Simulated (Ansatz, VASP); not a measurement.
This is a calculation of CsSi2 for Ansatz 0.2.0.

input.yaml

```yaml
crystal:
  lattice:
    - [6.37157, 0.0, 0.0]
    - [-3.18578, 5.51794, 0.0]
    - [0.0, 0.0, 4.47866]
  atoms:
    - { symbol: Cs, position: [0.0, 0.0, 0.0] }
    - { symbol: Si, position: [0.66667, 0.33333, 0.25039] }
    - { symbol: Si, position: [0.66667, 0.33333, 0.74961] }
hamiltonian:
  xc: { exchange: pbe, correlation: pbe, exx: { coeff: 0.2, omega: 0.2 } }
  pseudopotentials: { kind: paw }
kpoints:
  mp_grid: { grid: [3, 3, 3] }
scf:
  occupations: { method: fermi_dirac, width: 0.05 }
output:
  forces: true
  stress: true
  eigenvalues: true
```

Potentials or basis: Ansatz PAW.

The run is started by

```sh
$ ansatz run input.yaml --threads 1 --pin off --max-ram 3584MiB --backend cpu --events-out ev --progress --plain --runs-dir out
```

Question: Translate it to VASP 6.6.1. Potentials there: VASP PAW PBE potentials, release 64 (Cs_sv, Si).

Answer: As run (the cutoff follows the program's own potentials):

Contents of POSCAR:

```
CsSi2
1.0
    6.3715700000      0.0000000000      0.0000000000
   -3.1857800000      5.5179400000      0.0000000000
    0.0000000000      0.0000000000      4.4786600000
Cs Si
1 2
Direct
    0.0000000000      0.0000000000      0.0000000000
    0.6666700000      0.3333300000      0.2503900000
    0.6666700000      0.3333300000      0.7496100000
```

Contents of INCAR.step1:

```
PREC = Accurate
ENCUT = 520
EDIFF = 1E-5
ISMEAR = -1
SIGMA = 0.05
LREAL = False
LASPH = True
NELM = 100
ALGO = Normal
ISIF = 2
LWAVE = True
GGA = PE
```

File INCAR.step2:

```
PREC = Accurate
ENCUT = 520
EDIFF = 1E-7
ISMEAR = -1
SIGMA = 0.05
LREAL = False
LASPH = True
NELM = 100
ALGO = Normal
ISIF = 2
LWAVE = False
LCHARG = False
GGA = PE
LHFCALC = True
HFSCREEN = 0.2
AEXX = 0.2
PRECFOCK = Fast
ISTART = 1
```

Contents of KPOINTS:

```
Automatic mesh
0
Gamma
  3 3 3
```

Potentials or basis: VASP PAW PBE potentials, release 64 (Cs_sv, Si).

The run is started by

```sh
$ cat potpaw_PBE.64/Cs_sv/POTCAR potpaw_PBE.64/Si/POTCAR > POTCAR
$ cp INCAR.step1 INCAR
$ mpirun -np 1 vasp_std > vasp.out
$ cp INCAR.step2 INCAR
$ mpirun -np 1 vasp_std > vasp.out
```

Both were run:

|  | VASP | Ansatz | Ansatz less VASP |
| --- | --- | --- | --- |
| gap on the k mesh at the Fermi level (eV) | none | none | - |
| pressure (GPa) | 0.1 | 0.2 | +0.04 |
| largest component of the traceless stress (GPa) | 0.31 | 0.39 | +0.080 |
| rms of the force components (eV/Å) | 0.013 | 0.013 | +0.0005 |

Atom by atom the forces differ by 0.000 eV/Å (rms over components). A gap of «none» marks a metal or a gap that the smearing closes.

Caveats: the k mesh is coarse (spacing up to 0.47 Å⁻¹), so the values aren't converged, least of all with exact exchange; the PAW data sets were made with another functional, which shifts forces and pressure a little (VASP); the PAW data sets come from PBE, with cores solved anew for the run's functional, which leaves a small shift of forces and pressure (Ansatz); the thresholds are loose for stress (Ansatz). The runs have no spin-orbit coupling, so splittings on Cs are missing.
